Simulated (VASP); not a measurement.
Output of a VASP run:

OSZICAR:
```
       N       E                     dE             d eps       ncg     rms          rms(c)
DAV:   1     0.243741830566E+02    0.24374E+02   -0.42032E+03  1152   0.944E+02
DAV:   2     0.109134151836E+02   -0.13461E+02   -0.13332E+02  1520   0.124E+02
DAV:   3     0.105314448845E+02   -0.38197E+00   -0.36892E+00  1784   0.174E+01
DAV:   4     0.105288957463E+02   -0.25491E-02   -0.25479E-02  1632   0.160E+00
DAV:   5     0.105288794084E+02   -0.16338E-04   -0.16338E-04  1800   0.125E-01    0.104E+01
DAV:   6     0.102649643108E+02   -0.26392E+00   -0.24770E+00  1568   0.191E+01    0.354E+00
DAV:   7     0.101468906842E+02   -0.11807E+00   -0.17107E-01  1784   0.574E+00    0.144E+00
DAV:   8     0.101390174834E+02   -0.78732E-02   -0.10226E-01  1712   0.462E+00    0.179E-01
DAV:   9     0.101421727875E+02    0.31553E-02   -0.98164E-02  1696   0.408E+00    0.198E-01
DAV:  10     0.101073528874E+02   -0.34820E-01   -0.78908E-02  1440   0.340E+00    0.251E-01
DAV:  11     0.101074878780E+02    0.13499E-03   -0.87854E-04  1944   0.327E-01    0.997E-02
DAV:  12     0.101075613829E+02    0.73505E-04   -0.89492E-05  1888   0.146E-01    0.583E-02
DAV:  13     0.101074450305E+02   -0.11635E-03   -0.29461E-05  1752   0.700E-02    0.303E-02
DAV:  14     0.101074381778E+02   -0.68528E-05   -0.12250E-05  1216   0.329E-02    0.220E-02
DAV:  15     0.101074479355E+02    0.97578E-05   -0.34885E-06  1216   0.175E-02    0.151E-02
DAV:  16     0.101074375236E+02   -0.10412E-04   -0.21581E-06  1352   0.167E-02    0.894E-03
DAV:  17     0.101074334908E+02   -0.40328E-05   -0.24016E-07  1480   0.638E-03    0.953E-04
DAV:  18     0.101074337818E+02    0.29103E-06   -0.18439E-07  1272   0.516E-03    0.211E-03
DAV:  19     0.101074335243E+02   -0.25752E-06   -0.13386E-07  1184   0.399E-03    0.228E-04
DAV:  20     0.101074335100E+02   -0.14288E-07   -0.23052E-08   736   0.185E-03
   1 F= 0.10107434E+02 E0= 0.10107394E+02  d E =0.118068E-03
```

### OUTCAR
```
------------------------ aborting loop because EDIFF is reached ----------------------------------------
  FORCE on cell =-STRESS in cart. coord.  units (eV):
  Direction    XX          YY          ZZ          XY          YZ          ZX
  --------------------------------------------------------------------------------------
  Total        0.0327489      0.0327489      0.0327489     -0.0000000     -0.0000000      0.0000000
  in kB        1.3035963      1.3035963      1.3035963     -0.0000000     -0.0000000      0.0000000
  external PRESSURE =       1.3035963 kB  Pullay stress =       0.0000000 kB
  volume of cell :       40.25
      direct lattice vectors                 reciprocal lattice vectors
    -2.158909961  2.158909961  2.158909961     0.000000000  0.231598357  0.231598357
     2.158909961 -2.158909961  2.158909961     0.231598357  0.000000000  0.231598357
     2.158909961  2.158909961 -2.158909961     0.231598357  0.231598357  0.000000000
 POSITION                                       TOTAL-FORCE (eV/Angst)
 -----------------------------------------------------------------------------------
      0.00000      0.00000      0.00000         0.000000     -0.000000      0.000000
 -----------------------------------------------------------------------------------
    total drift:                                0.000000      0.000000      0.000000
  FREE ENERGIE OF THE ION-ELECTRON SYSTEM (eV)
  ---------------------------------------------------
  free  energy   TOTEN  =        10.1074335100 eV

  energy  without entropy=       10.1073154420  energy(sigma->0) =       10.10739415
```
(Selected blocks of OUTCAR.)

**POSCAR**
```
Eu
1
   -2.1589099610     2.1589099610     2.1589099610
    2.1589099610    -2.1589099610     2.1589099610
    2.1589099610     2.1589099610    -2.1589099610
Eu
1
Direct
  0.0000000000   0.0000000000   0.0000000000
```

### Question
Reconstruct the remaining input files.

### Answer
Several could match; the one computed here: the input of the run itself, MS2 meta-GGA, plane waves, VASP's PBE PAW potentials (set 64).

**KPOINTS**
```
Automatic mesh
0
Gamma
12 12 12
0 0 0
```

### INCAR
```
SYSTEM = Eu
PREC = Accurate
ENCUT = 520
EDIFF = 1E-7
NELM = 100
ALGO = Normal
LREAL = .FALSE.
LASPH = .TRUE.
ISMEAR = 1
SIGMA = 0.1
METAGGA = MS2
LMIXTAU = .TRUE.
LMAXMIX = 6
LWAVE = .FALSE.
LCHARG = .FALSE.
ISIF = 2
```

POTCAR, in this order: Eu_2 (PBE.64 set). Program: vasp_std.

The 4f electrons are frozen in the core of the lanthanide potential, so 4f levels, which can set the real gap, and their magnetism are missing.

The compound is Eu in the bcc structure. It was relaxed first, which changed the volume by -16 %.
